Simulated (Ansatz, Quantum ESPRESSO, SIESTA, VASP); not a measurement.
**Code comparison for Sr₃SbN (Pm-3m, 5 atoms in the cell)**

Self-consistent single point.

```yaml
crystal:
  lattice:
    - [5.19497, 0.00000, 0.00000]
    - [0.00000, 5.19497, 0.00000]
    - [0.00000, 0.00000, 5.19497]
  atoms:
    - { symbol: Sr, position: [0.00000, 0.50000, 0.50000] }
    - { symbol: Sr, position: [0.50000, 0.00000, 0.50000] }
    - { symbol: Sr, position: [0.50000, 0.50000, 0.00000] }
    - { symbol: Sb, position: [0.00000, 0.00000, 0.00000] }
    - { symbol: N, position: [0.50000, 0.50000, 0.50000] }
```

Shared settings, as Ansatz (a first-principles code) writes them: kpoints.mp_grid.grid = 5 5 5; magnetization.spin_orbit = true; scf.occupations.method = fermi_dirac; scf.occupations.width = 0.02 eV. Potentials and cutoffs stand in the table.

```
code                                                                                                                                                                         model  pressure (GPa)  gap on the mesh (eV)       cutoff
----------------  ----------------------------------------------------------------------------------------------------------------------------------------------------------------  --------------  --------------------  -----------
VASP                                                                                                               PBEsol, spin-orbit coupling, VASP's PBE PAW potentials (set 64)           -1.98                 0.155       400 eV
Ansatz                                                                                                                    PBEsol with spin-orbit coupling, PAW files made with PBE           -1.76                     –      default
SIESTA            GGA PBEsol with spin-orbit coupling, numerical atomic orbitals DZP, PseudoDojo PBEsol fully relativistic norm-conserving potentials (rewritten from UPF to PSML)               –                 0.625  grid 350 Ry
Quantum ESPRESSO                                                              PBEsol, spin-orbit coupling, PseudoDojo fully relativistic norm-conserving (PBESOL) pseudopotentials           -1.71                 0.193        85 Ry
```

A dash marks a value that a program does not give, or that is left out as unsure.

No gap is tabulated for Ansatz: it is not read from that output, or partly filled or unconverged empty levels leave it unsure.

Gaps are read on the mesh.

The spread over the programs that give each value: pressure within 0.27 GPa; gap on the mesh within 0.470 eV.

SIESTA uses small atom-centred bases, whose incompleteness enters pressures, forces and empty levels differently from a plane-wave cutoff. Ansatz's pressure is given at a fixed set of plane waves, as the other plane-wave codes print theirs; with its correction for the finite basis it is -1.70 GPa. In the gap, SIESTA (by 0.450) lies more than 0.12 eV from the median of the plane-wave programs.

VASP's run is marked for a possible Pulay error in its stress at this cutoff; no cutoff test was made.

The starting cell comes from a database of computed structures (which also holds hypothetical and non-ambient phases and stackings), without a prior relaxation at this level.

Left out of this page: Elk (with a known weakness of the program).

Keys are those of Ansatz 0.2.
